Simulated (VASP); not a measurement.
Output of a VASP run:

OSZICAR:
```
       N       E                     dE             d eps       ncg     rms          rms(c)
DAV:   1     0.885137920531E+02    0.88514E+02   -0.59723E+03   384   0.938E+02
DAV:   2    -0.136433140519E+01   -0.89878E+02   -0.85223E+02   504   0.240E+02
DAV:   3    -0.625161146899E+01   -0.48873E+01   -0.48698E+01   480   0.523E+01
DAV:   4    -0.640688176184E+01   -0.15527E+00   -0.15508E+00   672   0.835E+00
DAV:   5    -0.640783163298E+01   -0.94987E-03   -0.94986E-03   496   0.705E-01    0.290E+00
DAV:   6    -0.622525532241E+01    0.18258E+00   -0.29900E-01   468   0.277E+00    0.211E+00
DAV:   7    -0.621216485261E+01    0.13090E-01   -0.13942E-01   472   0.212E+00    0.101E+00
DAV:   8    -0.622208988441E+01   -0.99250E-02   -0.16072E-02   540   0.102E+00    0.125E-01
DAV:   9    -0.622280688028E+01   -0.71700E-03   -0.89417E-04   484   0.200E-01    0.832E-02
DAV:  10    -0.622326284173E+01   -0.45596E-03   -0.54289E-04   452   0.164E-01    0.176E-02
DAV:  11    -0.622326860507E+01   -0.57633E-05   -0.22401E-05   540   0.269E-02    0.396E-03
DAV:  12    -0.622327268603E+01   -0.40810E-05   -0.38306E-06   444   0.156E-02    0.464E-03
DAV:  13    -0.622327275587E+01   -0.69838E-07   -0.54328E-07   368   0.445E-03
   1 F= -.62232728E+01 E0= -.62232728E+01  d E =-.622327E+01
```

File OUTCAR:
```
------------------------ aborting loop because EDIFF is reached ----------------------------------------
  FORCE on cell =-STRESS in cart. coord.  units (eV):
  Direction    XX          YY          ZZ          XY          YZ          ZX
  --------------------------------------------------------------------------------------
  Total        0.0048069      0.0048069      0.0048069      0.0000000      0.0000000      0.0000000
  in kB        0.1021642      0.1021642      0.1021642      0.0000000      0.0000000      0.0000000
  external PRESSURE =       0.1021642 kB  Pullay stress =       0.0000000 kB
  volume of cell :       75.38
      direct lattice vectors                 reciprocal lattice vectors
     0.000000000  3.352872764  3.352872764    -0.149125850  0.149125850  0.149125850
     3.352872764  0.000000000  3.352872764     0.149125850 -0.149125850  0.149125850
     3.352872764  3.352872764  0.000000000     0.149125850  0.149125850 -0.149125850
  FREE ENERGIE OF THE ION-ELECTRON SYSTEM (eV)
  ---------------------------------------------------
  free  energy   TOTEN  =        -6.2232727559 eV

  energy  without entropy=       -6.2232727559  energy(sigma->0) =       -6.22327276

 reached required accuracy - stopping structural energy minimisation
```
(Selected blocks of OUTCAR.)

### POSCAR
```
KBr
1
    0.0000000000     3.3528727643     3.3528727643
    3.3528727643     0.0000000000     3.3528727643
    3.3528727643     3.3528727643     0.0000000000
K Br
1 1
Direct
  1.0000000000   0.0000000000   0.0000000000
  0.5000000000   0.5000000000   0.5000000000
```

### Question
Write an INCAR and KPOINTS that could have produced this output.

### Answer
Several could match; the one computed here: the input of the run itself, PBE GGA, plane waves, VASP's PBE PAW potentials (set 64).

### KPOINTS
```
Automatic mesh
0
Gamma
6 6 6
0 0 0
```

INCAR:
```
ALGO=Normal
EDIFF=1E-6
EDIFFG=-0.01
ENCUT=400
GGA=PE
IBRION=2
ISIF=3
ISMEAR=0
LASPH=.TRUE.
LCHARG=.FALSE.
LMAXMIX=4
LREAL=.FALSE.
LWAVE=.FALSE.
NELM=100
NSW=60
PREC=Accurate
SIGMA=0.05
SYSTEM=KBr
```

POTCAR, in this order: K_sv Br (PBE.64 set). Program: vasp_std.

The structure was generated: KBr was put into the rock salt type (Fm-3m), which need not be its known phase. It was relaxed first, which changed the volume by -11 %. The start is the result of an earlier pass.
